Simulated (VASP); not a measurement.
# Which magnetic order does MnCuO2 (Crednerite) take?, part 3 of 4

Wanted: the lowest of several collinear orders of MnCuO2 (Crednerite). The start is a cell from a database of measured crystal structures.

VASP 6.6.1, plane waves and PAW; the level of theory is named at each step.

Still holding for the runs below: The magnetic state follows from one typed start and may not be the lowest.

So far, largest spin moment in the PAW sphere (μB): step 3 (magnetic order, start order fm, signs ++++) 3.69.

The database entry behind the starting cell differs from later determinations by our own check (a about 1 % short, old inner coordinates), so it need not match the best structure at ambient conditions.

### 4. Magnetic order, start order ferri 1, signs ++--

This step: LDA, DFT+U (Cu d 6 eV, Mn d 2 eV), spin-polarised, from moments of both signs; plane waves and PAW (Cu, Mn, O) (VASP 6.6.1).

The input, INCAR:

```
SYSTEM = MnCuO2
PREC = Accurate
ENCUT = 480
EDIFF = 1E-06
NELM = 150
ISMEAR = 0
SIGMA = 0.05
LREAL = .FALSE.
ALGO = Normal
GGA = CA
NBANDS = 44
ISPIN = 2
MAGMOM = 0.6 0.6 -4 -4 0 0 0 0
LDAU = .TRUE.
LDAUTYPE = 2
LDAUL = 2 2 -1
LDAUU = 6 2 0
LDAUJ = 0 0 0
LDAUPRINT = 1
LASPH = .TRUE.
LMAXMIX = 4
LORBIT = 11
LWAVE = .FALSE.
LCHARG = .TRUE.
KPAR = 2
AMIX = 0.2
BMIX = 1E-04
AMIX_MAG = 0.8
BMIX_MAG = 1E-04
```

The input, POSCAR:

```
MnCuO2
1.0
    2.7174761298     -1.4276487523     -0.0161108831
    5.4349032999      2.8551777669     -0.0321518612
   -1.4946150371      0.0000824434      5.6255230177
Cu Mn O
2 2 4
Direct
    0.5000000000      0.2500000000      0.5000000000
    0.5000000000      0.7500000000      0.5000000000
    0.0000000000      0.0000000000      0.0000000000
    0.0000000000      0.5000000000      0.0000000000
    0.5891708122      0.2945953265      0.8180175100
    0.5891708122      0.7945953265      0.8180175100
    0.4108291878      0.2054046735      0.1819824900
    0.4108291878      0.7054046735      0.1819824900
```

The input, KPOINTS:

```
Automatic mesh
0
Gamma
7 4 3
0 0 0
```

The projector-augmented-wave data sets are Cu, Mn and O (LDA family, release 64).

The run is started by

```bash
$ mpirun -np 2 vasp_std
```

The program printed:

```text
[... set-up lines as in an earlier step ...]
 entering main loop
       N       E                     dE             d eps       ncg     rms          rms(c)
DAV:   1     0.713296595407E+03    0.71330E+03   -0.24636E+04  7856   0.182E+03
DAV:   2     0.889201899096E+02   -0.62438E+03   -0.57815E+03  7628   0.447E+02
DAV:   3    -0.536038805579E+02   -0.14252E+03   -0.13052E+03  9596   0.231E+02
DAV:   4    -0.655373014483E+02   -0.11933E+02   -0.11754E+02 11504   0.764E+01
DAV:   5    -0.657352550570E+02   -0.19795E+00   -0.19761E+00 11304   0.121E+01    0.335E+01
DAV:   6    -0.560458323945E+02    0.96894E+01   -0.20223E+01 12936   0.612E+01    0.274E+01
DAV:   7    -0.556695589803E+02    0.37627E+00   -0.45876E+00 12908   0.264E+01    0.212E+01
DAV:   8    -0.555610995579E+02    0.10846E+00   -0.36684E-01 12300   0.963E+00    0.136E+01
DAV:   9    -0.554916490752E+02    0.69450E-01   -0.14532E-01 13884   0.108E+01    0.342E+00
DAV:  10    -0.554688086490E+02    0.22840E-01   -0.65767E-02 11532   0.641E+00    0.405E-01
DAV:  11    -0.554683439211E+02    0.46473E-03   -0.20320E-02 12360   0.184E+00    0.310E-01
DAV:  12    -0.554683511690E+02   -0.72479E-05   -0.25815E-03 11168   0.489E-01    0.172E-01
DAV:  13    -0.554682437181E+02    0.10745E-03   -0.46914E-04 12372   0.246E-01    0.108E-01
DAV:  14    -0.554682528591E+02   -0.91410E-05   -0.14893E-04 12164   0.128E-01    0.531E-02
DAV:  15    -0.554682496997E+02    0.31594E-05   -0.59972E-05 13712   0.101E-01    0.388E-02
DAV:  16    -0.554682481185E+02    0.15813E-05   -0.13477E-05 11232   0.586E-02    0.132E-02
DAV:  17    -0.554682477061E+02    0.41235E-06   -0.10180E-06  5964   0.226E-02
   1 F= -.55468248E+02 E0= -.55468244E+02  d E =-.743173E-05  mag=    -8.0000
```

The job ended after 3.3 min (2 MPI ranks of Intel Xeon Platinum 8259CL at 2.50GHz (Skylake/Cascade Lake), shared host; peak memory 0.66 GiB; 5.8 min of CPU time).

Parts of OUTCAR (step 4):

```text
The static configuration has the point symmetry S_2 .

 Found     43 irreducible k-points:

   NELECT =      60.0000    total number of electrons

atom =   1  type =  1  l = 2

 onsite density matrix

spin component  1

spin component  2

 occupancies and eigenvectors

  o =  0.8758  v = -0.0000  0.0001  1.0000  0.0033  0.0042  0.0000  0.0000  0.0000  0.0000  0.0000      0.0000  0.0000  0.0000  0.0000  0.0000  0.0000  0.0000  0.0000  0.0000  0.0000
  o =  0.8874  v =  0.0000  0.0000  0.0000  0.0000  0.0000  0.0001 -0.0001  0.9996 -0.0145  0.0245      0.0000  0.0000  0.0000  0.0000  0.0000  0.0000  0.0000  0.0000  0.0000  0.0000
  o =  0.9537  v = -0.0014 -0.0000  0.0040  0.0597 -0.9982  0.0000  0.0000  0.0000  0.0000  0.0000      0.0000  0.0000  0.0000  0.0000  0.0000  0.0000  0.0000  0.0000  0.0000  0.0000
  o =  0.9538  v =  0.0000  0.0000  0.0000  0.0000  0.0000  0.0016  0.0004 -0.0248 -0.0199  0.9995      0.0000  0.0000  0.0000  0.0000  0.0000  0.0000  0.0000  0.0000  0.0000  0.0000
  o =  0.9542  v =  0.9999  0.0115  0.0000  0.0000 -0.0014  0.0000  0.0000  0.0000  0.0000  0.0000      0.0000  0.0000  0.0000  0.0000  0.0000  0.0000  0.0000  0.0000  0.0000  0.0000
  o =  0.9543  v =  0.0000  0.0000  0.0000  0.0000  0.0000  0.9825  0.1862 -0.0000  0.0001 -0.0016      0.0000  0.0000  0.0000  0.0000  0.0000  0.0000  0.0000  0.0000  0.0000  0.0000
  o =  0.9619  v =  0.0000  0.0000  0.0000  0.0000  0.0000  0.1862 -0.9825 -0.0001 -0.0008  0.0001      0.0000  0.0000  0.0000  0.0000  0.0000  0.0000  0.0000  0.0000  0.0000  0.0000
  o =  0.9684  v = -0.0001  0.0002  0.0036 -0.9982 -0.0597  0.0000  0.0000  0.0000  0.0000  0.0000      0.0000  0.0000  0.0000  0.0000  0.0000  0.0000  0.0000  0.0000  0.0000  0.0000
  o =  0.9693  v =  0.0115 -0.9999  0.0001 -0.0002  0.0000  0.0000  0.0000  0.0000  0.0000  0.0000      0.0000  0.0000  0.0000  0.0000  0.0000  0.0000  0.0000  0.0000  0.0000  0.0000
  o =  0.9714  v =  0.0000  0.0000  0.0000  0.0000  0.0000 -0.0001  0.0007 -0.0140 -0.9997 -0.0202      0.0000  0.0000  0.0000  0.0000  0.0000  0.0000  0.0000  0.0000  0.0000  0.0000

atom =   2  type =  1  l = 2

 onsite density matrix

spin component  1

spin component  2

 occupancies and eigenvectors

atom =   3  type =  2  l = 2

 onsite density matrix

spin component  1

  0.1388 -0.1035 -0.0000 -0.0000 -0.0000
 -0.1035  0.2165 -0.0000 -0.0000  0.0000
 -0.0000 -0.0000  0.0582 -0.0089  0.0050
 -0.0000 -0.0000 -0.0089  0.1193  0.0409
 -0.0000  0.0000  0.0050  0.0409  0.1188

spin component  2

 occupancies and eigenvectors

  o =  0.0541  v = -0.0005 -0.0004 -0.9249 -0.2848  0.2518  0.0000  0.0000  0.0000  0.0000  0.0000      0.0000  0.0000  0.0000  0.0000  0.0000  0.0000  0.0000  0.0000  0.0000  0.0000
  o =  0.0671  v =  0.8221  0.5693 -0.0008  0.0002 -0.0001  0.0000  0.0000  0.0000  0.0000  0.0000      0.0000  0.0000  0.0000  0.0000  0.0000  0.0000  0.0000  0.0000  0.0000  0.0000
  o =  0.0822  v =  0.0004  0.0003  0.3791 -0.6422  0.6662  0.0000  0.0000  0.0000  0.0000  0.0000      0.0000  0.0000  0.0000  0.0000  0.0000  0.0000  0.0000  0.0000  0.0000  0.0000
  o =  0.1600  v = -0.0000 -0.0001 -0.0280  0.7117  0.7019  0.0000  0.0000  0.0000  0.0000  0.0000      0.0000  0.0000  0.0000  0.0000  0.0000  0.0000  0.0000  0.0000  0.0000  0.0000
  o =  0.2882  v = -0.5693  0.8221  0.0000  0.0000  0.0001  0.0000  0.0000  0.0000  0.0000  0.0000      0.0000  0.0000  0.0000  0.0000  0.0000  0.0000  0.0000  0.0000  0.0000  0.0000
  o =  0.4755  v =  0.0000  0.0000  0.0000  0.0000  0.0000  0.5522 -0.8337  0.0001 -0.0002 -0.0001      0.0000  0.0000  0.0000  0.0000  0.0000  0.0000  0.0000  0.0000  0.0000  0.0000
  o =  0.9425  v =  0.0000  0.0000  0.0000  0.0000  0.0000  0.0140  0.0093  0.8087  0.5169 -0.2804      0.0000  0.0000  0.0000  0.0000  0.0000  0.0000  0.0000  0.0000  0.0000  0.0000
  o =  0.9433  v =  0.0000  0.0000  0.0000  0.0000  0.0000  0.8336  0.5522 -0.0143 -0.0075  0.0049      0.0000  0.0000  0.0000  0.0000  0.0000  0.0000  0.0000  0.0000  0.0000  0.0000
  o =  0.9531  v =  0.0000  0.0000  0.0000  0.0000  0.0000 -0.0008 -0.0006 -0.5717  0.5792 -0.5811      0.0000  0.0000  0.0000  0.0000  0.0000  0.0000  0.0000  0.0000  0.0000  0.0000
  o =  0.9677  v =  0.0000  0.0000  0.0000  0.0000  0.0000  0.0007  0.0007  0.1379 -0.6303 -0.7640      0.0000  0.0000  0.0000  0.0000  0.0000  0.0000  0.0000  0.0000  0.0000  0.0000

atom =   4  type =  2  l = 2

 onsite density matrix

spin component  1

spin component  2

 occupancies and eigenvectors

 E-fermi :   5.0365

 spin component 1
 k-point     1 :       0.0000    0.0000    0.0000
  band No.  band energies     occupation
    ...
     22       1.8029      1.00000
     23       1.9852      1.00000
     24       1.9950      1.00000
     25       2.3455      1.00000
     26       3.5945      1.00000
     27       5.4404      0.00000
     28       5.5041      0.00000
     29       6.1125      0.00000
     30       6.3534      0.00000
     31       6.7172      0.00000
    ...

 k-point     2 :       0.1429    0.0000    0.0000
  band No.  band energies     occupation
    ...
     22       1.8205      1.00000
     23       1.9428      1.00000
     24       2.0210      1.00000
     25       2.1358      1.00000
     26       3.3144      1.00000
     27       5.7484      0.00000
     28       5.8527      0.00000
     29       6.1543      0.00000
     30       6.4927      0.00000
     31       6.6163      0.00000
    ...

 k-point     3 :       0.2857    0.0000    0.0000
  band No.  band energies     occupation
    ...
     22       1.9086      1.00000
     23       1.9214      1.00000
     24       2.0703      1.00000
     25       2.2147      1.00000
     26       3.0715      1.00000
     27       5.9281      0.00000
     28       6.2460      0.00000
     29       6.4087      0.00000
     30       6.5106      0.00000
     31       6.7398      0.00000
    ...

 k-point     4 :       0.4286    0.0000    0.0000
  band No.  band energies     occupation
    ...
     22       1.6988      1.00000
     23       1.9958      1.00000
     24       2.3142      1.00000
     25       3.0214      1.00000
     26       3.2926      1.00000
     27       5.5842      0.00000
     28       5.8900      0.00000
     29       6.7245      0.00000
     30       6.7938      0.00000
     31       6.8102      0.00000
    ...

  Total        0.1800398      0.1346576     -0.0480470     -0.0002416      0.0004391     -0.0809904
  in kB        3.3095123      2.4752909     -0.8832048     -0.0044409      0.0080713     -1.4887752
  external PRESSURE =       1.6338661 kB  Pullay stress =       0.0000000 kB

 POSITION                                       TOTAL-FORCE (eV/Angst)
 -----------------------------------------------------------------------------------
      1.97016      0.00001      2.79667         0.000000      0.000000      0.000000
      4.68761      1.42760      2.78059         0.000000      0.000000      0.000000
      0.00000      0.00000      0.00000         0.000000      0.000000      0.000000
      2.71745      1.42759     -0.01608         0.000000      0.000000      0.000000
      1.97953      0.00006      4.58281         0.077810     -0.000157     -0.045402
      4.69699      1.42765      4.56674         0.077810     -0.000157     -0.045402
      1.96078     -0.00004      1.01052        -0.077810      0.000157      0.045402
      4.67823      1.42755      0.99445        -0.077810      0.000157      0.045402
 -----------------------------------------------------------------------------------
    total drift:                                0.000000     -0.000000     -0.000000

  FREE ENERGIE OF THE ION-ELECTRON SYSTEM (eV)
  ---------------------------------------------------
  free  energy   TOTEN  =       -55.4682477061 eV

  energy  without entropy=      -55.4682402744  energy(sigma->0) =      -55.46824399

 magnetization (x)
# of ion       s       p       d       tot
------------------------------------------
    1       -0.017  -0.011  -0.007  -0.035
    2       -0.017  -0.011  -0.007  -0.035
    3       -0.033  -0.026  -3.626  -3.685
    4       -0.033  -0.026  -3.626  -3.685
    5       -0.008  -0.050   0.000  -0.058
    6       -0.008  -0.050   0.000  -0.058
    7       -0.008  -0.050   0.000  -0.058
    8       -0.008  -0.050   0.000  -0.058
--------------------------------------------------
tot         -0.132  -0.276  -7.266  -7.674

[... 12 parts as in an earlier step ...]

[... 9 further parts left out ...]
```

Numbers from this step:

- moment of the cell, from the last line of the log: -8 μB
- gap on the k-mesh: 0.2052 eV

Spin moment in the PAW sphere by atom:

```csv
atom,spin moment in the PAW sphere (μB)
Cu1,-0.04
Cu2,-0.04
Mn3,-3.69
Mn4,-3.69
O5,-0.06
O6,-0.06
O7,-0.06
O8,-0.06
```

Force by atom:

```csv
atom,x (eV/Å),y (eV/Å),z (eV/Å),size
Cu1,0.0000,0.0000,0.0000,0.0000
Cu2,0.0000,0.0000,0.0000,0.0000
Mn3,0.0000,0.0000,0.0000,0.0000
Mn4,0.0000,0.0000,0.0000,0.0000
O5,0.0778,-0.0002,-0.0454,0.0901
O6,0.0778,-0.0002,-0.0454,0.0901
O7,-0.0778,0.0002,0.0454,0.0901
O8,-0.0778,0.0002,0.0454,0.0901
```

Spin density in the bc plane at fractional x = 0.000, with atoms of Mn within 0.2 Å of it.

Ten even steps from '_' (-4.6 e/Å³) to '@' (0.0 e/Å³), each cell a mean:
```
::##@@@@@@@@%%++::==%%@@@@@@@@##--
##@@@@@@@@@@@@%%##%%@@@@@@@@@@%%##
@@@@@@@@@@@@@@@@@@@@@@@@@@@@@@@@@@
@@@@@@@@@@@@@@@@@@@@@@@@@@@@@@@@@@
@@@@@@@@@@@@@@@@@@@@@@@@@@@@@@@@@@
@@@@@@@@@@@@@@@@@@@@@@@@@@@@@@@@@@
@@@@@@@@@@@@@@@@@@@@@@@@@@@@@@@@@@
@@@@@@@@@@@@@@@@@@@@@@@@@@@@@@@@@@
@@@@@@@@@@@@@@@@@@@@@@@@@@@@@@@@@@
@@@@@@@@@@@@@@@@@@@@@@@@@@@@@@@@@@
@@@@@@@@@@@@@@@@@@@@@@@@@@@@@@@@@@
@@@@@@@@@@@@@@@@@@@@@@@@@@@@@@@@@@
@@@@@@@@@@@@@@@@@@@@@@@@@@@@@@@@@@
%%@@@@@@@@@@@@@@@@%%@@@@@@@@@@@@@@
==**%%@@@@@@@@%%++++##@@@@@@@@@@**
__==%%@@@@@@@@++__..**@@@@@@@@##::
```
Columns run along b (6.1 Å), rows up along c (5.8 Å). Atoms in or near the plane, at fractional coordinates: Mn at (0.00, 0.00), Mn at (0.50, 0.00).

Valence density in the bc plane at fractional x = 0.000, with atoms of Mn within 0.2 Å of it. It is the smooth field of the valence electrons, not physical close to the nuclei.

Ten steps, logarithmic in the rise over the least value, from '_' (0.1 e/Å³) to '@' (5.6 e/Å³), each cell a mean:
```
@@##==--::::++%%@@%%**--::::--##@@
**==----::::==**##**==----::--++**
--------::::::----------::::::::--
....::::............::::::..__....
__......____________....__________
____..______________..____________
........______..........______....
........__........................
......____..............__........
____________....____________......
____________..____________________
..______..........________........
::::....::::::::::::::....::::::::
++==--::::------++++==::::------==
%%##++::::----**%%%%**--::::--==##
@@%%++::::::==%%@@@@##--::::--**@@
```
Columns run along b (6.1 Å), rows up along c (5.8 Å). Atoms in or near the plane, at fractional coordinates: Mn at (0.00, 0.00), Mn at (0.50, 0.00).

The largest moment at the end is 3.69 μB, and the moments of the cell sum to -8.00 μB.

### 5. Magnetic order, start order AFM 2, signs +-+-

Edit INCAR of step 4 so:

```diff
@@ -12,3 +12,3 @@
 ISPIN = 2
-MAGMOM = 0.6 0.6 -4 -4 0 0 0 0
+MAGMOM = 0.6 -0.6 4 -4 0 0 0 0
 LDAU = .TRUE.
@@ -23,3 +23,3 @@
 LWAVE = .FALSE.
-LCHARG = .TRUE.
+LCHARG = .FALSE.
 KPAR = 2
```

POSCAR is that of step 4.

KPOINTS is that of step 4.

The run is started by

```bash
$ mpirun -np 2 vasp_std
```

The program printed:

```text
[... set-up lines as in an earlier step ...]
 entering main loop
       N       E                     dE             d eps       ncg     rms          rms(c)
DAV:   1     0.711440177532E+03    0.71144E+03   -0.24783E+04  7872   0.183E+03
DAV:   2     0.892743017114E+02   -0.62217E+03   -0.57655E+03  7628   0.447E+02
DAV:   3    -0.536465308572E+02   -0.14292E+03   -0.13157E+03  9532   0.232E+02
DAV:   4    -0.658294527556E+02   -0.12183E+02   -0.11996E+02 11648   0.781E+01
[...]
DAV:  15    -0.556213721430E+02    0.60623E-05   -0.56459E-05 13008   0.119E-01    0.161E-02
DAV:  16    -0.556213733304E+02   -0.11874E-05   -0.50423E-06  9816   0.342E-02    0.664E-03
DAV:  17    -0.556213730926E+02    0.23783E-06   -0.14851E-06  5728   0.293E-02
   1 F= -.55621373E+02 E0= -.55621373E+02  d E =-.310470E-12  mag=     0.0000
```

Wall time 3.2 min (2 MPI ranks); peak memory 0.65 GiB; 5.7 min of CPU time.

OUTCAR, selected parts (step 5):

```text
  Total       -0.3675318     -1.1945152     -0.4514439     -0.4149281      0.4214348      0.2165897
  in kB       -6.7560125    -21.9577173     -8.2984937     -7.6272569      7.7468632      3.9813775
  external PRESSURE =     -12.3374078 kB  Pullay stress =       0.0000000 kB

 POSITION                                       TOTAL-FORCE (eV/Angst)
 -----------------------------------------------------------------------------------
      1.97016      0.00001      2.79667         0.000006     -0.000001     -0.000003
      4.68761      1.42760      2.78059         0.000006     -0.000001     -0.000003
      0.00000      0.00000      0.00000         0.000002     -0.000010     -0.000007
      2.71745      1.42759     -0.01608         0.000002     -0.000010     -0.000007
      1.97953      0.00006      4.58281        -0.004630     -0.100249      0.063035
      4.69699      1.42765      4.56674        -0.004630     -0.100249      0.063035
      1.96078     -0.00004      1.01052         0.004622      0.100260     -0.063025
      4.67823      1.42755      0.99445         0.004622      0.100260     -0.063025
 -----------------------------------------------------------------------------------
    total drift:                               -0.000019     -0.000019      0.000012

  FREE ENERGIE OF THE ION-ELECTRON SYSTEM (eV)
  ---------------------------------------------------
  free  energy   TOTEN  =       -55.6213730926 eV

  energy  without entropy=      -55.6213730926  energy(sigma->0) =      -55.62137309

 magnetization (x)
# of ion       s       p       d       tot
------------------------------------------
    1        0.000   0.000  -0.000  -0.000
    2       -0.000  -0.000   0.000   0.000
    3        0.021   0.021   3.555   3.597
    4       -0.021  -0.021  -3.555  -3.597
    5       -0.007  -0.035   0.000  -0.042
    6        0.007   0.035   0.000   0.042
    7        0.007   0.035   0.000   0.042
    8       -0.007  -0.035   0.000  -0.042
--------------------------------------------------
tot          0.000   0.000   0.000   0.000

[... 2 parts as in an earlier step ...]

[... 1 further part left out ...]
[key lines of the parts left out:]
E-fermi :   4.5905
```

Spin moment in the PAW sphere by atom:

```csv
atom,spin moment in the PAW sphere (μB)
Cu1,0.00
Cu2,0.00
Mn3,3.60
Mn4,-3.60
O5,-0.04
O6,0.04
O7,0.04
O8,-0.04
```

The largest moment at the end is 3.60 μB, and the moments of the cell sum to 0.00 μB.

### 6. Magnetic order, start order ferri 3, signs +-++

Edit INCAR of step 5 so:

```diff
@@ -12,3 +12,3 @@
 ISPIN = 2
-MAGMOM = 0.6 -0.6 4 -4 0 0 0 0
+MAGMOM = 0.6 -0.6 4 4 0 0 0 0
 LDAU = .TRUE.
```

POSCAR is that of step 5.

KPOINTS is that of step 5.

The run is started by

```bash
$ mpirun -np 2 vasp_std
```

The program printed:

```text
[... set-up lines as in an earlier step ...]
 entering main loop
       N       E                     dE             d eps       ncg     rms          rms(c)
DAV:   1     0.712642599423E+03    0.71264E+03   -0.24926E+04  7872   0.184E+03
DAV:   2     0.892909989635E+02   -0.62335E+03   -0.57723E+03  7624   0.448E+02
DAV:   3    -0.536029821016E+02   -0.14289E+03   -0.13134E+03  9592   0.232E+02
DAV:   4    -0.655856364431E+02   -0.11983E+02   -0.11819E+02 11544   0.768E+01
[...]
DAV:  15    -0.554682522507E+02   -0.39463E-05   -0.63724E-05 14000   0.129E-01    0.518E-02
DAV:  16    -0.554682482565E+02    0.39942E-05   -0.13225E-05 11540   0.821E-02    0.204E-02
DAV:  17    -0.554682475481E+02    0.70840E-06   -0.32303E-06  8128   0.263E-02
   1 F= -.55468248E+02 E0= -.55468244E+02  d E =-.744537E-05  mag=     8.0000
```

Wall time 3.3 min (2 MPI ranks); peak memory 0.66 GiB.

Parts of OUTCAR (step 6):

```text
  Total        0.1874659      0.1422304     -0.0365054     -0.0002211      0.0004327     -0.0810276
  in kB        3.4460199      2.6144956     -0.6710472     -0.0040648      0.0079533     -1.4894579
  external PRESSURE =       1.7964894 kB  Pullay stress =       0.0000000 kB

 POSITION                                       TOTAL-FORCE (eV/Angst)
 -----------------------------------------------------------------------------------
      1.97016      0.00001      2.79667        -0.000000      0.000000      0.000000
      4.68761      1.42760      2.78059        -0.000000      0.000000      0.000000
      0.00000      0.00000      0.00000        -0.000002     -0.000071     -0.000001
      2.71745      1.42759     -0.01608         0.000002      0.000071      0.000001
      1.97953      0.00006      4.58281         0.077952     -0.000125     -0.046086
      4.69699      1.42765      4.56674         0.077798     -0.000189     -0.046012
      1.96078     -0.00004      1.01052        -0.077952      0.000125      0.046086
      4.67823      1.42755      0.99445        -0.077798      0.000189      0.046012
 -----------------------------------------------------------------------------------
    total drift:                                0.000000     -0.000000     -0.000000

  FREE ENERGIE OF THE ION-ELECTRON SYSTEM (eV)
  ---------------------------------------------------
  free  energy   TOTEN  =       -55.4682475481 eV

  energy  without entropy=      -55.4682401027  energy(sigma->0) =      -55.46824383

[... 3 parts as in an earlier step ...]

[... 1 further part left out ...]
[key lines of the parts left out:]
E-fermi :   5.0366
```

Spin moment in the PAW sphere by atom:

```csv
atom,spin moment in the PAW sphere (μB)
Cu1,0.04
Cu2,0.04
Mn3,3.69
Mn4,3.69
O5,0.06
O6,0.06
O7,0.06
O8,0.06
```

The largest moment at the end is 3.69 μB, and the moments of the cell sum to 8.00 μB.

(Part 3 of 4 ends here.)

[Lines on the potential files, build, host, timing and source positions are cut from VASP's logs without a mark.]

[Logs are printed without paths, hosts, clocks, repeated set-up lines and the standing remarks that a program may print on its own settings, such as how far it seeks lower states.]

[Hosts, paths, dates, database ids (printed as entryN), source tags and the programs' standing remarks are cut or masked in the printed files.]

[In band tables of VASP the shares of atoms and orbitals are scaled to a sum of 1 inside the atoms' spheres.]

[Runs that stopped without an error message from VASP are left out.]
